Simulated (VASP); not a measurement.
Input:

```
LiH
1.0
    0.00000     1.99919     1.99919
    1.99919     0.00000     1.99919
    1.99919     1.99919     0.00000
Li H
1 1
Cartesian
  0.00000   0.00000   0.00000
  1.99919   1.99919   1.99919
```

The numbers are results of PBE GGA, VASP's PBE PAW potentials (set 64) (plane waves; VASP), not measurements. Settings: 520 eV cut-off, 14×14×14 Γ-centred mesh, Gaussian smearing of 0.010 eV, potentials Li_sv H.

Question: Predict the energy per atom (σ→0), band gap (on the k-mesh) with the smallest direct gap where there is one.

Answer: 
```
Item                                         Result
-----------------------------------  --------------
band gap (on the k-mesh)                    2.97 eV
smallest direct gap (on the k-mesh)         2.97 eV
energy per atom (σ→0)                -3064 meV/atom
```

Total energies compare only between runs with the same potentials, cut-off and functional.

The compound is LiH in the rock salt structure. It was relaxed first, which changed the volume by -6 %.
